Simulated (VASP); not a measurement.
Mo:

```
Mo
1.0
    -1.58000    1.58000    1.58000
     1.58000   -1.58000    1.58000
     1.58000    1.58000   -1.58000
Mo
1
Direct
  0.00000 0.00000 0.00000
```

The cell was built by a generator and needn't be a form met in nature.

```yaml
Program: VASP 6.6.1
Task: relaxation of cell and atoms
Functional: LDA
Potentials_or_basis: VASP PAW LDA potentials, release 64 (Mo_sv)
Cutoff: 600 eV
k_mesh: 24 × 24 × 24
Occupations: methfessel-paxton, width 0.2 eV
Spin: no spin polarisation
```

At the start: pressure -11.3 GPa; volume 15.78 Å³/atom.

Problem. Where does the relaxation end?

Solution. Over 4 steps the energy falls by 24.0 meV/atom and the volume is 15.13 Å³/atom (-4.1 %); space group Im-3m (No. 229, to 0.05 Å).

The path:
| step | energy change (eV) | largest force (eV/Å) | pressure (GPa) | volume (Å³) |
| --- | --- | --- | --- | --- |
| 1 | 0.0000 | 0.0000 | -11.33 | 15.78 |
| 2 | 0.2066 | 0.0000 | 46.64 | 13.36 |
| 3 | -0.0239 | 0.0000 | -0.65 | 15.16 |
| 4 | -0.0240 | 0.0000 | -0.10 | 15.13 |

Final structure:
```
Mo
1.0
    -1.55801    1.55801    1.55801
     1.55801   -1.55801    1.55801
     1.55801    1.55801   -1.55801
Mo
1
Direct
  0.00000 0.00000 0.00000
```
